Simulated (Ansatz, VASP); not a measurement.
**Cross-check of SnPb2 between VASP and Ansatz**

One calculation is typed for both programs; each brings its own data sets. How far apart do they land? The cell is generated by rule, not measured, and may not be a known phase. The cell is taken from a series of runs on this material, whose earlier steps may have relaxed, scaled, displaced or heated it; both programs get it as it stands.

Main program and level: Ansatz 0.2.0; plane waves, with VASP 6.6.1 beside it; zone-centre phonons at PBEsol.

The structure was built from a prototype and need not be the compound's stable phase.

### 1. Starting point

The structure is cubic, space group Pn-3m (No. 224). The conventional cell has a = 6.567 Å, b = 6.567 Å, c = 6.567 Å, α = 90.00°, β = 90.00°, γ = 90.00°. Nearest to Sn lie 4 Pb at 2.84 Å. Nearest to Pb lie 2 Sn at 2.84 Å. Farther neighbours are not listed.

### 2. VASP: zone-centre phonons, PBEsol

Second derivatives magnify differences that forces hide, and they need a tight electronic threshold.

Lines of VASP's logs that name or quote its potential files are left out, and so is its time.

File INCAR:

```
SYSTEM = SnPb2
PREC = Accurate
ENCUT = 500
EDIFF = 1E-08
NELM = 120
ISMEAR = 1
SIGMA = 0.2
LREAL = .FALSE.
ALGO = Normal
GGA = PS
NBANDS = 52
LORBIT = 11
LWAVE = .FALSE.
LCHARG = .FALSE.
ISIF = 2
IBRION = 8
LASPH = .TRUE.
GGA_COMPAT = .FALSE.
KPAR = 2
```

File POSCAR:

```
SnPb2
1.0
    6.5672936291      0.0000000000      0.0000000000
    0.0000000000      6.5672936291      0.0000000000
    0.0000000000      0.0000000000      6.5672936291
Sn Pb
2 4
Direct
    0.0000000000      0.0000000000      0.0000000000
    0.5000000000      0.5000000000      0.5000000000
    0.2500000000      0.2500000000      0.2500000000
    0.7500000000      0.7500000000      0.2500000000
    0.7500000000      0.2500000000      0.7500000000
    0.2500000000      0.7500000000      0.7500000000
```

File KPOINTS:

```
Automatic mesh
0
Gamma
6 6 6
0 0 0
```

Potentials, in the order of the species: Sn_d and Pb_d (PBE family, release 64).

On the command line:

```console
$ mpirun -np 2 vasp_std
```

Numbers of over 12 decimals in the logs are rounded to 6 here.

The program printed:

```text
[banner, memory and clock lines left out]
running    2 mpi-ranks, on    1 nodes
 distrk:  each k-point on    1 cores,    2 groups
 distr:  one band on    1 cores,    1 groups

 POSCAR found type information on POSCAR SnPb
 POSCAR found :  2 types and       6 ions
|                                                                             |
|               ----> ADVICE to this user running VASP <----                  |
|                                                                             |
|     You enforced a specific xc type in the INCAR file but a different       |
|     [... a line on the potential file left out ...]
|     I HOPE YOU KNOW WHAT YOU ARE DOING!                                     |
|                                                                             |

 LDA part: xc-table for (Slater+PW92), standard interpolation
 POSCAR, INCAR and KPOINTS ok, starting setup
 FFT: planning ... GRIDC
 FFT: planning ... GRID_SOFT
 FFT: planning ... GRID
 WAVECAR not read
 entering main loop
       N       E                     dE             d eps       ncg     rms          rms(c)
DAV:   1     0.998161461084E+03    0.99816E+03   -0.38727E+04  2100   0.179E+03
DAV:   2     0.117386280263E+03   -0.88078E+03   -0.86519E+03  2080   0.529E+02
DAV:   3    -0.115402657647E+02   -0.12893E+03   -0.12614E+03  2460   0.227E+02
DAV:   4    -0.194516395771E+02   -0.79114E+01   -0.78529E+01  2340   0.619E+01
DAV:   5    -0.197851361525E+02   -0.33350E+00   -0.33334E+00  3012   0.126E+01    0.351E+00
DAV:   6    -0.194657403211E+02    0.31940E+00   -0.42758E-01  2680   0.412E+00    0.177E+00
DAV:   7    -0.194039324897E+02    0.61808E-01   -0.29487E-01  2528   0.291E+00    0.463E-01
DAV:   8    -0.194032876201E+02    0.64487E-03   -0.44902E-02  2560   0.146E+00    0.242E-01
DAV:   9    -0.194038177017E+02   -0.53008E-03   -0.69223E-03  2820   0.540E-01    0.794E-02
DAV:  10    -0.194036050952E+02    0.21261E-03   -0.11671E-03  2648   0.224E-01    0.417E-02
DAV:  11    -0.194036209612E+02   -0.15866E-04   -0.15573E-04  2792   0.811E-02    0.214E-02
DAV:  12    -0.194036154791E+02    0.54821E-05   -0.35716E-05  2712   0.440E-02    0.509E-03
DAV:  13    -0.194036138090E+02    0.16702E-05   -0.40231E-06  2520   0.160E-02    0.217E-03
DAV:  14    -0.194036137246E+02    0.84376E-07   -0.41418E-07  2960   0.400E-03    0.633E-04
DAV:  15    -0.194036136926E+02    0.32021E-07   -0.55458E-08  1816   0.106E-03    0.336E-04
DAV:  16    -0.194036137124E+02   -0.19854E-07   -0.74321E-09  1264   0.689E-04    0.903E-05
DAV:  17    -0.194036137294E+02   -0.16960E-07   -0.33358E-09  1260   0.337E-04    0.468E-05
DAV:  18    -0.194036137297E+02   -0.28194E-09   -0.90648E-10  1244   0.245E-04
   1 F= -.19403614E+02 E0= -.19406246E+02  d E =0.789806E-02
 Linear response reoptimize wavefunctions to high precision
DAV:   1    -0.194036137326E+02   -0.29249E-08   -0.32244E-10  1236   0.140E-04
DAV:   2    -0.194036137327E+02   -0.69122E-10   -0.18002E-10  1204   0.109E-04
 Linear response DOF=           2
 Linear response progress:
  Degree of freedom:   1/  2
       N       E                     dE             d eps       ncg     rms          rms(c)
RMM:   1    -0.217313504922E+00   -0.21731E+00    0.51249E-01  7339   0.575E+00
RMM:   2    -0.225633140585E+00   -0.83196E-02   -0.32023E-02  8186   0.820E-01    0.801E-02
RMM:   3    -0.225942153530E+00   -0.30901E-03   -0.41896E-03  9130   0.330E-01    0.277E-02
RMM:   4    -0.225959683482E+00   -0.17530E-04   -0.72685E-04  9576   0.139E-01    0.176E-02
RMM:   5    -0.226037817261E+00   -0.78134E-04   -0.19099E-04  9831   0.636E-02    0.113E-02
RMM:   6    -0.226117399205E+00   -0.79582E-04   -0.40844E-05  9407   0.260E-02    0.241E-03
RMM:   7    -0.226117999030E+00   -0.59982E-06   -0.80313E-06  9544   0.975E-03    0.175E-03
RMM:   8    -0.226123115552E+00   -0.51165E-05   -0.11800E-06  9625   0.440E-03    0.385E-04
RMM:   9    -0.226120106236E+00    0.30093E-05   -0.20411E-07  9513   0.195E-03    0.172E-04
RMM:  10    -0.226120393688E+00   -0.28745E-06   -0.27899E-07  9811   0.876E-04    0.537E-05
RMM:  11    -0.226120795076E+00   -0.40139E-06   -0.77630E-08 10089   0.444E-04    0.254E-05
RMM:  12    -0.226120952724E+00   -0.15765E-06    0.10603E-07  9933   0.246E-04    0.152E-05
RMM:  13    -0.226121067433E+00   -0.11471E-06   -0.13235E-07  9783   0.158E-04    0.860E-06
RMM:  14    -0.226121055425E+00    0.12008E-07   -0.18598E-07 10247   0.114E-04    0.206E-06
RMM:  15    -0.226121090448E+00   -0.35022E-07   -0.83711E-09 10161   0.914E-05    0.580E-07
RMM:  16    -0.226121106942E+00   -0.16494E-07   -0.10255E-07  9945   0.789E-05    0.540E-07
RMM:  17    -0.226121114195E+00   -0.72530E-08    0.24429E-08  9029   0.718E-05    0.414E-07
 first order change of Fermi-energy   0.19471E-04
 force on displaced ion       1 direction 1 :  -4.678   0.000  -0.000
 Linear response progress:
  Degree of freedom:   2/  2
       N       E                     dE             d eps       ncg     rms          rms(c)
RMM:   1    -0.341463113559E+00   -0.34146E+00   -0.20425E-01 10128   0.301E+00
RMM:   2    -0.343699989798E+00   -0.22369E-02   -0.25015E-02 10946   0.701E-01    0.463E-02
RMM:   3    -0.343124804364E+00    0.57519E-03   -0.25940E-03 12336   0.281E-01    0.231E-02
RMM:   4    -0.343086577023E+00    0.38227E-04   -0.46525E-04 11484   0.117E-01    0.828E-03
RMM:   5    -0.343058284994E+00    0.28292E-04   -0.11888E-04 12146   0.536E-02    0.283E-03
RMM:   6    -0.343050218773E+00    0.80662E-05   -0.29197E-05 11685   0.232E-02    0.163E-03
RMM:   7    -0.343039817064E+00    0.10402E-04   -0.67154E-06 11240   0.965E-03    0.557E-04
RMM:   8    -0.343037939675E+00    0.18774E-05   -0.47547E-06 11449   0.422E-03    0.411E-04
RMM:   9    -0.343035458168E+00    0.24815E-05   -0.24091E-06 11731   0.197E-03    0.151E-04
RMM:  10    -0.343034515201E+00    0.94297E-06   -0.89479E-07 11466   0.967E-04    0.640E-05
RMM:  11    -0.343034248176E+00    0.26702E-06   -0.25005E-07 12506   0.496E-04    0.245E-05
RMM:  12    -0.343034183523E+00    0.64654E-07   -0.17409E-07 12238   0.262E-04    0.160E-05
RMM:  13    -0.343034107684E+00    0.75839E-07   -0.46672E-08 11976   0.162E-04    0.364E-06
RMM:  14    -0.343034123512E+00   -0.15828E-07   -0.71219E-08 12298   0.114E-04    0.568E-06
RMM:  15    -0.343034099280E+00    0.24233E-07    0.29262E-08 12879   0.904E-05    0.504E-06
RMM:  16    -0.343034052667E+00    0.46613E-07   -0.20445E-08 12720   0.825E-05    0.134E-06
RMM:  17    -0.343034003750E+00    0.48917E-07    0.41729E-08 13289   0.777E-05    0.378E-06
RMM:  18    -0.343034037962E+00   -0.34212E-07    0.47860E-08 13054   0.760E-05    0.404E-07
RMM:  19    -0.343034043528E+00   -0.55659E-08    0.30832E-08 13735   0.733E-05    0.779E-07
 first order change of Fermi-energy  -0.86345E-04
 force on displaced ion       3 direction 1 :  -2.124  -3.579  -3.579
 Linear response finished
```

From OUTCAR (step 2):

```text
ion  position               nearest neighbor table
   1  0.000  0.000  0.000-   3 2.84   4 2.84   5 2.84   6 2.84
   2  0.500  0.500  0.500-   3 2.84   4 2.84   5 2.84   6 2.84
   3  0.250  0.250  0.250-   1 2.84   2 2.84
   4  0.750  0.750  0.250-   1 2.84   2 2.84
   5  0.750  0.250  0.750-   1 2.84   2 2.84
   6  0.250  0.750  0.750-   1 2.84   2 2.84

  LATTYP: Found a simple cubic cell.
 ALAT       =     6.5672936291

 Subroutine GETGRP returns: Found 48 space group operations
 (whereof 24 operations were pure point group operations)

The static configuration has the point symmetry T_d .
 The point group associated with its full space group is O_h .

 Found     20 irreducible k-points:

   k-points           NKPTS =     20   k-points in BZ     NKDIM =     20   number of bands    NBANDS=     52

   dimension x,y,z NGX =    48 NGY =   48 NGZ =   48
   dimension x,y,z NGXF=    96 NGYF=   96 NGZF=   96

   ENCUT  =  500.0 eV  36.75 Ry    6.06 a.u.  11.97 11.97 11.97*2*pi/ulx,y,z

   NELECT =      84.0000    total number of electrons

 k-points in reciprocal lattice and weights: Automatic mesh
   0.00000000  0.00000000  0.00000000       0.005
   0.16666667  0.00000000  0.00000000       0.028
   0.33333333  0.00000000  0.00000000       0.028
   0.50000000  0.00000000  0.00000000       0.014
   0.16666667  0.16666667  0.00000000       0.056
   0.33333333  0.16666667  0.00000000       0.111
   0.50000000  0.16666667  0.00000000       0.056
   0.33333333  0.33333333  0.00000000       0.056
   0.50000000  0.33333333  0.00000000       0.056
[...]
0.50000000  0.50000000  0.33333333       0.028
   0.50000000  0.50000000  0.50000000       0.005

 average (electrostatic) potential at core
       1-103.8476       2-103.8476       3 -94.4152       4 -94.4152       5 -94.4152
       6 -94.4152

  Total       -0.0506037     -0.0506037     -0.0506037      0.0000000      0.0000000     -0.0000000
  in kB       -0.2862420     -0.2862420     -0.2862420      0.0000000      0.0000000     -0.0000000
  external PRESSURE =      -0.2862420 kB  Pullay stress =       0.0000000 kB

  energy-cutoff  :      500.00
  volume of cell :      283.24
      direct lattice vectors                 reciprocal lattice vectors
     6.567293629  0.000000000  0.000000000     0.152269726  0.000000000  0.000000000
     0.000000000  6.567293629  0.000000000     0.000000000  0.152269726  0.000000000
     0.000000000  0.000000000  6.567293629     0.000000000  0.000000000  0.152269726

 POSITION                                       TOTAL-FORCE (eV/Angst)
 -----------------------------------------------------------------------------------
      0.00000      0.00000      0.00000         0.000000     -0.000000     -0.000000
      3.28365      3.28365      3.28365        -0.000000     -0.000000      0.000000
      1.64182      1.64182      1.64182         0.000000      0.000000      0.000000
      4.92547      4.92547      1.64182         0.000000     -0.000000     -0.000000
      4.92547      1.64182      4.92547        -0.000000     -0.000000      0.000000
      1.64182      4.92547      4.92547        -0.000000      0.000000     -0.000000
 -----------------------------------------------------------------------------------
    total drift:                               -0.000000     -0.000000      0.000000

 Eigenvectors and eigenvalues of the dynamical matrix
 ----------------------------------------------------

   1 f  =    4.708624 THz    29.585158 2PiTHz  157.062792 cm-1    19.473296 meV
             X         Y         Z           dx          dy          dz
      0.000000  0.000000  0.000000     0.222028    0.417260   -0.123508
      3.283647  3.283647  3.283647     0.222028    0.417260   -0.123508
      1.641823  1.641823  1.641823    -0.216180   -0.202509   -0.240376
      4.925470  4.925470  1.641823    -0.327159   -0.313488    0.334058
      4.925470  1.641823  4.925470     0.158750   -0.113984    0.134554
      1.641823  4.925470  4.925470     0.047771   -0.003005   -0.040872

   2 f  =    4.708624 THz    29.585158 2PiTHz  157.062792 cm-1    19.473296 meV
             X         Y         Z           dx          dy          dz
      0.000000  0.000000  0.000000     0.309980   -0.248969   -0.283871
      3.283647  3.283647  3.283647     0.309980   -0.248969   -0.283871
      1.641823  1.641823  1.641823     0.121832    0.082692    0.080248
      4.925470  4.925470  1.641823    -0.133241   -0.172381    0.135069
      4.925470  1.641823  4.925470    -0.101880    0.106152   -0.143464
      1.641823  4.925470  4.925470    -0.356953    0.361226    0.358782

   3 f  =    4.708624 THz    29.585158 2PiTHz  157.062792 cm-1    19.473296 meV
             X         Y         Z           dx          dy          dz
      0.000000  0.000000  0.000000     0.305405   -0.050647    0.377914
      3.283647  3.283647  3.283647     0.305405   -0.050647    0.377914
      1.641823  1.641823  1.641823    -0.262859   -0.287791   -0.257781
      4.925470  4.925470  1.641823     0.076717    0.051785   -0.028868
      4.925470  1.641823  4.925470    -0.308368    0.326207   -0.303290
      1.641823  4.925470  4.925470     0.031208   -0.013369    0.016641

   4 f  =    3.266167 THz    20.521931 2PiTHz  108.947594 cm-1    13.507774 meV
             X         Y         Z           dx          dy          dz
      0.000000  0.000000  0.000000    -0.000000   -0.000000   -0.000000
      3.283647  3.283647  3.283647     0.000000    0.000000    0.000000
      1.641823  1.641823  1.641823     0.288675    0.288675    0.288675
      4.925470  4.925470  1.641823    -0.288675   -0.288675    0.288675
      4.925470  1.641823  4.925470    -0.288675    0.288675   -0.288675
      1.641823  4.925470  4.925470     0.288675   -0.288675   -0.288675

   5 f  =    3.052705 THz    19.180714 2PiTHz  101.827291 cm-1    12.624969 meV
             X         Y         Z           dx          dy          dz
      0.000000  0.000000  0.000000    -0.506918   -0.146566    0.470694
      3.283647  3.283647  3.283647     0.506918    0.146566   -0.470694
      1.641823  1.641823  1.641823    -0.000000   -0.000000    0.000000
      4.925470  4.925470  1.641823     0.000000   -0.000000   -0.000000
      4.925470  1.641823  4.925470    -0.000000   -0.000000   -0.000000
      1.641823  4.925470  4.925470    -0.000000   -0.000000    0.000000

   6 f  =    3.052705 THz    19.180714 2PiTHz  101.827291 cm-1    12.624969 meV
             X         Y         Z           dx          dy          dz
      0.000000  0.000000  0.000000     0.264560    0.488804    0.437126
      3.283647  3.283647  3.283647    -0.264560   -0.488804   -0.437126
      1.641823  1.641823  1.641823     0.000000    0.000000    0.000000
      4.925470  4.925470  1.641823    -0.000000   -0.000000    0.000000
      4.925470  1.641823  4.925470    -0.000000    0.000000   -0.000000
      1.641823  4.925470  4.925470     0.000000   -0.000000   -0.000000

   7 f  =    3.052705 THz    19.180714 2PiTHz  101.827291 cm-1    12.624969 meV
             X         Y         Z           dx          dy          dz
      0.000000  0.000000  0.000000     0.415984   -0.489478    0.295582
      3.283647  3.283647  3.283647    -0.415984    0.489478   -0.295582
      1.641823  1.641823  1.641823     0.000000   -0.000000   -0.000000
      4.925470  4.925470  1.641823    -0.000000    0.000000    0.000000
      4.925470  1.641823  4.925470     0.000000    0.000000    0.000000
      1.641823  4.925470  4.925470    -0.000000   -0.000000    0.000000

   8 f  =    0.008631 THz     0.054231 2PiTHz    0.287901 cm-1     0.035695 meV
             X         Y         Z           dx          dy          dz
      0.000000  0.000000  0.000000    -0.000630    0.005383    0.331505
      3.283647  3.283647  3.283647    -0.000630    0.005383    0.331505
      1.641823  1.641823  1.641823    -0.002774    0.005270    0.441536
      4.925470  4.925470  1.641823     0.001035    0.009078    0.441591
      4.925470  1.641823  4.925470    -0.002712    0.009071    0.441598
      1.641823  4.925470  4.925470     0.001096    0.005262    0.441529

   9 f  =    0.008631 THz     0.054231 2PiTHz    0.287901 cm-1     0.035695 meV
             X         Y         Z           dx          dy          dz
      0.000000  0.000000  0.000000     0.323334    0.073345   -0.000577
      3.283647  3.283647  3.283647     0.323334    0.073345   -0.000577
      1.641823  1.641823  1.641823     0.430262    0.095841   -0.003047
      4.925470  4.925470  1.641823     0.430255    0.095835    0.001511
      4.925470  1.641823  4.925470     0.431105    0.099550   -0.002204
      1.641823  4.925470  4.925470     0.431098    0.099556    0.000668

  10 f  =    0.008631 THz     0.054231 2PiTHz    0.287901 cm-1     0.035695 meV
             X         Y         Z           dx          dy          dz
      0.000000  0.000000  0.000000    -0.073345    0.323290   -0.005389
      3.283647  3.283647  3.283647    -0.073345    0.323290   -0.005389
      1.641823  1.641823  1.641823    -0.099521    0.431073   -0.008614
      4.925470  4.925470  1.641823    -0.099583    0.431011   -0.005742
      4.925470  1.641823  4.925470    -0.095807    0.430169   -0.004900
      1.641823  4.925470  4.925470    -0.095869    0.430231   -0.009457

  11 f/i=    1.421900 THz     8.934061 2PiTHz   47.429477 cm-1     5.880503 meV
             X         Y         Z           dx          dy          dz
      0.000000  0.000000  0.000000    -0.000000   -0.000000   -0.000000
      3.283647  3.283647  3.283647    -0.000000   -0.000000   -0.000000
      1.641823  1.641823  1.641823     0.372610   -0.334125   -0.038485
      4.925470  4.925470  1.641823    -0.332394    0.370879    0.038485
      4.925470  1.641823  4.925470     0.332394    0.334125    0.001731
      1.641823  4.925470  4.925470    -0.372610   -0.370879   -0.001731

  12 f/i=    1.421900 THz     8.934061 2PiTHz   47.429477 cm-1     5.880503 meV
             X         Y         Z           dx          dy          dz
      0.000000  0.000000  0.000000    -0.000000   -0.000000    0.000000
      3.283647  3.283647  3.283647    -0.000000   -0.000000    0.000000
      1.641823  1.641823  1.641823     0.218968    0.279512   -0.498481
      4.925470  4.925470  1.641823     0.273361    0.225120    0.498481
      4.925470  1.641823  4.925470    -0.273361   -0.279512   -0.006151
      1.641823  4.925470  4.925470    -0.218968   -0.225120    0.006151

  13 f/i=    1.421900 THz     8.934061 2PiTHz   47.429477 cm-1     5.880503 meV
             X         Y         Z           dx          dy          dz
      0.000000  0.000000  0.000000     0.000000   -0.000000   -0.000000
      3.283647  3.283647  3.283647     0.000000   -0.000000    0.000000
      1.641823  1.641823  1.641823     0.251424   -0.245425   -0.006000
      4.925470  4.925470  1.641823     0.254535   -0.248535    0.006000
      4.925470  1.641823  4.925470    -0.254535    0.245425    0.499959
      1.641823  4.925470  4.925470    -0.251424    0.248535   -0.499959
    [... 43 further lines ...]
      4.925470  1.641823  4.925470     0.328790   -0.045182   -0.373973
      1.641823  4.925470  4.925470    -0.328790    0.045182   -0.373973

 ELASTIC MODULI CONTR FROM IONIC RELAXATION (kBar)
 Direction    XX          YY          ZZ          XY          YZ          ZX
 --------------------------------------------------------------------------------
 XX          -0.0000     -0.0000     -0.0000      0.0000     -0.0000     -0.0000
 YY          -0.0000     -0.0000     -0.0000      0.0000      0.0000     -0.0000
 ZZ          -0.0000     -0.0000     -0.0000     -0.0000      0.0000     -0.0000
 XY           0.0000      0.0000     -0.0000   -136.2070     -0.0000     -0.0000
 YZ          -0.0000      0.0000      0.0000     -0.0000   -136.2070     -0.0000
 ZX          -0.0000     -0.0000     -0.0000     -0.0000     -0.0000   -136.2070
 --------------------------------------------------------------------------------
```

(Part 1 of 2 ends here.)

[Lines on the potential files, build, host, timing and source positions are cut from VASP's logs without a mark.]

[Logs are printed without paths, hosts, clocks, repeated set-up lines and the standing remarks that a program may print on its own settings, such as how far it seeks lower states.]

[Hosts, paths, dates, database ids (printed as entryN), source tags and the programs' standing remarks are cut or masked in the printed files.]
